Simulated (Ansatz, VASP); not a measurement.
# SnSO in two plane-wave programs, part 3 of 3

One calculation is typed for both programs; each brings its own data sets and cutoff. How far apart do they land? The cell is invented: As first built, before any earlier steps moved the atoms (in the runner's words): it takes the SnSeS structure with some of its atoms replaced by other elements, volume scaled by an estimate. It may not be a known or stable phase. The cell is taken from a series of VASP runs on this material, whose earlier steps may have relaxed, scaled or displaced it; both programs get it as it stands.

VASP 6.6.1 and Ansatz 0.2.0.

So far. Step 7 (VASP: band structure, PBEsol): The run ends at a pressure of -2.97 GPa, with forces up to 0.29 eV/Å.

## 11. VASP: band structure, BLYP

Level of this step: BLYP; plane waves and PAW (Sn_d, S, O); invented cell (VASP).

The same cell, functional (in two slightly different forms), mesh and smearing now go to VASP, with its own data sets and cutoff.

File INCAR:

```
SYSTEM = SnSO
PREC = Accurate
ENCUT = 520
EDIFF = 1E-06
NELM = 100
ISMEAR = 0
SIGMA = 0.02
LREAL = .FALSE.
ALGO = Normal
GGA = B5
ALDAX = 1
AGGAX = 1
AGGAC = 1
ALDAC = 0
LORBIT = 11
LWAVE = .FALSE.
LCHARG = .FALSE.
KPAR = 4
```

File POSCAR:

```
SnSO
1.0
    3.4671176086      0.0000000000      0.0000000000
   -1.7335588043      3.0026124474      0.0000000000
    0.0000000000      0.0000000000      5.9579538463
Sn S O
1 1 1
Direct
    0.3333333300      0.6666666700      0.9673317131
    0.6666666700      0.3333333300      0.2244465511
    0.0000000000      0.0000000000      0.8082227358
```

File KPOINTS:

```
Automatic mesh
0
Gamma
5 5 3
0 0 0
```

File KPOINTS_OPT:

```
Line mode
16
Line-mode
Reciprocal
  0.00000000   0.00000000   0.00000000 GAMMA
  0.50000000   0.00000000   0.00000000 M

  0.50000000   0.00000000   0.00000000 M
  0.33333333   0.33333333   0.00000000 K

  0.33333333   0.33333333   0.00000000 K
  0.00000000   0.00000000   0.00000000 GAMMA

  0.00000000   0.00000000   0.00000000 GAMMA
  0.00000000   0.00000000   0.50000000 A

  0.00000000   0.00000000   0.50000000 A
  0.50000000   0.00000000   0.50000000 L

  0.50000000   0.00000000   0.50000000 L
  0.33333333   0.33333333   0.50000000 H

  0.33333333   0.33333333   0.50000000 H
  0.00000000   0.00000000   0.50000000 A

  0.50000000   0.00000000   0.50000000 L
  0.50000000   0.00000000   0.00000000 M

  0.33333333   0.33333333   0.00000000 K
  0.33333333   0.33333333   0.50000000 H
```

The projector-augmented-wave data sets are Sn_d, S and O (PBE family, release 64).

Command:

```bash
mpirun -np 4 vasp_std
```

Numbers of over 12 decimals in the logs are rounded to 6 here.

The program printed:

```text
[banner, memory and clock lines left out]
running    4 mpi-ranks, on    1 nodes
[...]
[... a notice as in an earlier step ...]

 LDA part: xc-table for (Slater(with rela. corr.)+VWN5), standard interpolation
 POSCAR, INCAR and KPOINTS ok, starting setup
[...]
entering main loop
       N       E                     dE             d eps       ncg     rms          rms(c)
DAV:   1     0.231218919784E+03    0.23122E+03   -0.13798E+04   416   0.195E+03
DAV:   2     0.102495507856E+02   -0.22097E+03   -0.21572E+03   456   0.459E+02
DAV:   3    -0.151720530019E+02   -0.25422E+02   -0.24815E+02   499   0.143E+02
DAV:   4    -0.159761350554E+02   -0.80408E+00   -0.80340E+00   533   0.274E+01
[...]
DAV:  13    -0.136485172994E+02    0.34846E-05   -0.11308E-05   606   0.279E-02    0.708E-03
DAV:  14    -0.136485189032E+02   -0.16038E-05   -0.31249E-06   433   0.139E-02    0.477E-03
DAV:  15    -0.136485188745E+02    0.28724E-07   -0.31314E-07   233   0.429E-03
   1 F= -.13648519E+02 E0= -.13648519E+02  d E =-.409739E-27
 Start KPOINTS_OPT (optional k-point list driver)
k-point batch [1-12\144]
       N       E                     dE             ncg
DAV:   1     0.468613041572E+03   -0.31929E+04      408
DAV:   2    -0.209319645965E+04   -0.25618E+04      472
DAV:   3    -0.237837994410E+04   -0.28518E+03      534
DAV:   4    -0.238681741163E+04   -0.84375E+01      518
DAV:   5    -0.238699651063E+04   -0.17910E+00      595
DAV:   6    -0.238700242515E+04   -0.59145E-02      563
DAV:   7    -0.238700288008E+04   -0.45493E-03      643
DAV:   8    -0.238700288205E+04   -0.19739E-05      453
DAV:   9    -0.238700288213E+04   -0.80598E-07      436
[...]
k-point batch [133-144\144]
       N       E                     dE             ncg
DAV:   1     0.278476302946E+03   -0.11989E+05      408
DAV:   2    -0.223205993895E+04   -0.25105E+04      457
DAV:   3    -0.249747426810E+04   -0.26541E+03      559
DAV:   4    -0.250360505417E+04   -0.61308E+01      479
DAV:   5    -0.250377503453E+04   -0.16998E+00      602
DAV:   6    -0.250378079324E+04   -0.57587E-02      599
DAV:   7    -0.250378094344E+04   -0.15020E-03      622
DAV:   8    -0.250378094437E+04   -0.92815E-06      429
```

Parts of OUTCAR (step 11):

```text
  Total        1.8528582      1.8528588      0.8188107      0.0000000      0.0000000     -0.0000000
  in kB       47.8616615     47.8616781     21.1509111      0.0000000      0.0000000     -0.0000000
  external PRESSURE =      38.9580836 kB  Pullay stress =       0.0000000 kB

 POSITION                                       TOTAL-FORCE (eV/Angst)
 -----------------------------------------------------------------------------------
     -0.00000      2.00174      5.76332        -0.000000      0.000000     -0.140394
      1.73356      1.00087      1.33724         0.000000     -0.000000      0.309575
      0.00000      0.00000      4.81535        -0.000000     -0.000000     -0.169181
 -----------------------------------------------------------------------------------
    total drift:                               -0.000004      0.000014     -0.000329

  FREE ENERGIE OF THE ION-ELECTRON SYSTEM (eV)
  ---------------------------------------------------
  free  energy   TOTEN  =       -13.6485188745 eV

  energy  without entropy=      -13.6485188745  energy(sigma->0) =      -13.64851887

[... 2 parts as in an earlier step ...]

[... 1 further part left out ...]
[key lines of the parts left out:]
E-fermi :   4.1494
```

At this level the cell is under a pressure of 3.9 GPa, so at these settings it is away from equilibrium.

## 12. Differences

The two programs side by side:

```
                                        quantity  Ansatz   VASP  difference
                                  pressure (GPa)    3.82   3.90       -0.07
pressure without Ansatz's Pulay correction (GPa)    3.49   3.90       -0.40
                   gap over the path points (eV)   0.489  0.488      +0.001
```

Forces (eV/Å; atoms numbered as in POSCAR):

```
atom        Ansatz x, y, z          VASP x, y, z
 Sn1  0.000, 0.000, -0.202  0.000, 0.000, -0.140
  S2   0.000, 0.000, 0.323   0.000, 0.000, 0.310
  O3  0.000, 0.000, -0.121  0.000, 0.000, -0.169
```

Levels at points of the path, from each program's valence-band top (eV; 4 filled, then empty):

```
k (reciprocal lattice)                             Ansatz                               VASP
     0.000 0.000 0.000  -2.60 -1.30 -0.01 -0.01 0.49 4.72  -2.62 -1.31 -0.01 -0.01 0.49 4.76
     0.133 0.000 0.000  -2.78 -1.17 -1.04 -0.15 1.20 5.05  -2.80 -1.18 -1.03 -0.15 1.20 5.08
     0.300 0.000 0.000  -3.29 -2.51 -1.09 -0.47 2.21 4.39  -3.31 -2.51 -1.10 -0.47 2.21 4.40
     0.467 0.000 0.000  -3.62 -2.54 -1.16 -0.64 1.88 4.93  -3.64 -2.55 -1.16 -0.64 1.89 4.93
     0.467 0.067 0.000  -3.72 -2.54 -1.15 -0.83 1.99 5.17  -3.74 -2.55 -1.15 -0.83 2.00 5.18
     0.411 0.178 0.000  -4.03 -2.77 -1.40 -1.10 2.49 6.03  -4.04 -2.77 -1.41 -1.11 2.50 6.03
     0.356 0.289 0.000  -3.93 -3.38 -1.56 -1.10 2.80 6.39  -3.93 -3.39 -1.56 -1.11 2.81 6.39
     0.289 0.289 0.000  -3.96 -3.17 -1.60 -1.06 2.77 6.16  -3.96 -3.17 -1.60 -1.07 2.78 6.16
     0.178 0.178 0.000  -3.65 -2.15 -1.33 -0.85 2.46 4.93  -3.67 -2.16 -1.33 -0.85 2.46 4.93
     0.067 0.067 0.000  -2.76 -1.19 -0.80 -0.16 1.06 5.12  -2.79 -1.19 -0.80 -0.16 1.06 5.15
```

The forces differ by 26 meV/Å r.m.s., which is 20.8 % of the r.m.s. force of 0.13 eV/Å (both taken over all components). Among the levels compared at these points, filled levels agree within 22 meV and empty ones within 36 meV. Ansatz's pressure holds a Pulay correction of 0.33 GPa; VASP's holds none.

## 13. Further runs

Further runs change the set-up of one program: Ansatz's method, potentials or start, or VASP's data sets, cutoff or form of LDA. The table gives Ansatz less VASP for each quantity, since a change that brings one quantity closer may part another.

```
                                        run  r.m.s. force difference (meV/Å)  pressure (GPa)  gap over the path points (eV)  pressure without Ansatz's Pulay correction (GPa)
                                   as above                               26          -0.074                         0.0012                                             -0.40
                       cores kept as stored                               27          -0.072                         0.0017                                             -0.38
    Ansatz's larger PAW set (cutoff 900 eV)                               24          -0.075                         0.0029                                                  
norm-conserving potentials (cutoff 1240 eV)                               26            0.22                         -0.011
```

## 14. Results

```yaml
r_m_s_force_difference_band_structure_lda: 11 % of the r.m.s. force
r_m_s_force_difference_band_structure_pbesol: 25 meV/Å
r_m_s_force_difference_band_structure_blyp: 26 meV/Å
```

In words: The r.m.s. force difference is 11 % of the r.m.s. force (band structure, LDA), beyond the 3 % picked in this series as the mark of a large difference. Band structure, LDA, cores kept as stored: the difference in pressure goes from -0.28 to -0.21 GPa. Band structure, LDA, Ansatz's larger PAW set (cutoff 900 eV): the difference in gap over the path points goes from 0.0048 to 0.0065 eV. Band structure, LDA, norm-conserving potentials (cutoff 1143 eV): r.m.s. force difference goes from 23 to 17 meV/Å; the difference in pressure goes from -0.28 to -0.075 GPa; the difference in gap over the path points goes from 0.0048 to 0.015 eV. Band structure, PBEsol, cores kept as stored: the difference in pressure goes from -0.068 to -0.039 GPa. Band structure, PBEsol, norm-conserving potentials (cutoff 1143 eV): the difference in pressure goes from -0.068 to -0.096 GPa; the difference in gap over the path points goes from 0.021 to 0.038 eV. 7 further runs of this series are not shown here. How closely two codes agree says nothing of how well the functional describes the real material.

[Lines on the potential files, build, host, timing and source positions are cut from VASP's logs without a mark.]

[Logs are printed without paths, hosts, clocks, repeated set-up lines and the standing remarks that a program may print on its own settings, such as how far it seeks lower states.]

[Hosts, paths, dates, database ids (printed as entryN), source tags and the programs' standing remarks are cut or masked in the printed files.]
